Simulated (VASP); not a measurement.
```xyz
2
Lattice="0.0000 2.6883 2.6883 2.6883 0.0000 2.6883 2.6883 2.6883 0.0000" Properties=species:S:1:pos:R:3 pbc="T T T"
Pb     0.0000     0.0000     0.0000
S      2.6883     2.6883     2.6883
```

Calculation: PBEsol GGA, VASP's PBE PAW potentials (set 64) (plane waves; VASP). Run with 500 eV cut-off, 9×9×9 Γ-centred mesh, Gaussian smearing of 0.050 eV, potentials Pb_d S.

Predict the energy per atom (σ→0), pressure.

| Item | Result |
|---|---|
| energy per atom (σ→0) | -4.264 eV/atom |
| pressure | 30.16 GPa |

Only differences to runs with the same potentials and settings are physical.

The compound is PbS in the rock salt structure. It was relaxed first under an external pressure of 30 GPa.
